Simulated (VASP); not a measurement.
Method: PBE GGA, VASP's PBE PAW potentials (set 64) (plane waves; VASP).

A VASP calculation is set up with these files.

File KPOINTS:
```
Automatic mesh
0
Gamma
3 3 3
0 0 0
```

File POSCAR:
```
MoSe
1
    5.4469660000     0.0000000000     0.0000000000
   -2.7234830000     4.7172110000     0.0000000000
    0.0000000000     0.0000000000     4.3952340000
Mo Se
3 3
Direct
  0.5020110000  -0.0019470000   0.0021450000
  0.5132970000   0.5035700000   0.0091090000
 -0.0087760000   0.4989580000  -0.0155710000
 -0.0096220000  -0.0143130000   0.0045780000
  0.3413300000   0.6671330000   0.5065870000
  0.6617600000   0.3466000000   0.4931530000
```

INCAR:
```
! general
SYSTEM  = MoSe
PREC    = Accurate
ENCUT   = 300
LREAL   = .FALSE.
LASPH   = .TRUE.

! electronic loop
EDIFF   = 1E-6
NELM    = 100
ALGO    = Normal
LMAXMIX = 4

! smearing
ISMEAR  = -1
SIGMA   = 0.1

! functional
GGA     = PE

! ions
ISIF    = 2

! output
LWAVE   = .FALSE.
LCHARG  = .FALSE.
```

POTCAR, in this order: Mo_sv Se (PBE.64 set). Program: vasp_std.

At this cut-off the stress carries a Pulay error, which pulls relaxed volumes low.

**Question.** Predict the energy per atom (σ→0), pressure, largest force, band gap (on the k-mesh).

**Answer.** 
```json
{
  "energy per atom (σ→0)": "-6.916 eV/atom",
  "band gap (on the k-mesh)": "none (metal, semimetal or under 0.01 eV)",
  "pressure": "24.3 kbar",
  "largest_force": "0.968 eV/Å"
}
```

**OSZICAR**
```
...
DAV:  10    -0.416209087633E+02   -0.57382E-02   -0.61757E-02  1360   0.136E+00    0.638E-01
DAV:  11    -0.416165291609E+02    0.43796E-02   -0.32856E-02  1232   0.944E-01    0.271E-01
DAV:  12    -0.416165506997E+02   -0.21539E-04   -0.28926E-03  1156   0.324E-01    0.803E-02
DAV:  13    -0.416166667097E+02   -0.11601E-03   -0.19957E-04  1260   0.834E-02    0.292E-02
DAV:  14    -0.416166982305E+02   -0.31521E-04   -0.34215E-05  1108   0.297E-02    0.815E-03
DAV:  15    -0.416167022217E+02   -0.39912E-05   -0.65064E-06  1072   0.126E-02    0.335E-03
DAV:  16    -0.416167025332E+02   -0.31146E-06   -0.86029E-07   608   0.488E-03
   1 F= -.41616703E+02 E0= -.41493945E+02  d E =-.245515E+00
```

The structure was generated: MoSe was put into an ordered model structure, which need not be its known phase. The cell was not relaxed at this level, atoms are displaced from their ideal sites. The k-mesh is coarse (spacing up to 0.48 per Å, 2π included), so the numbers may not be converged in it.
